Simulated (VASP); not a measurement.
```
SnS
1.0
    2.01773    -5.65112     0.00000
    2.01773     5.65112     0.00000
    0.00000     0.00000     4.04037
Sn S
2 2
Direct
  0.87729   0.12271   0.75000
  0.12271   0.87729   0.25000
  0.64826   0.35174   0.75000
  0.35174   0.64826   0.25000
```

The numbers are results of PBEsol GGA, VASP's PBE PAW potentials (set 64) (plane waves; VASP 6.6.1), not measurements. Run with 400 eV cut-off, 7×7×6 Γ-centred mesh, tetrahedra with Blöchl corrections, potentials Sn_d S.

Problem. What does the run give for the energy per atom (σ→0)?

Solution. 
```
Item                           Result
---------------------  --------------
energy per atom (σ→0)  -4.788 eV/atom
```

Total energies compare only between runs with the same potentials, cut-off and functional.

The structure comes from a computed database's SnS entry (Cmcm); how it stands against other phases isn't given here. It was relaxed first, which changed the volume by -7 %.
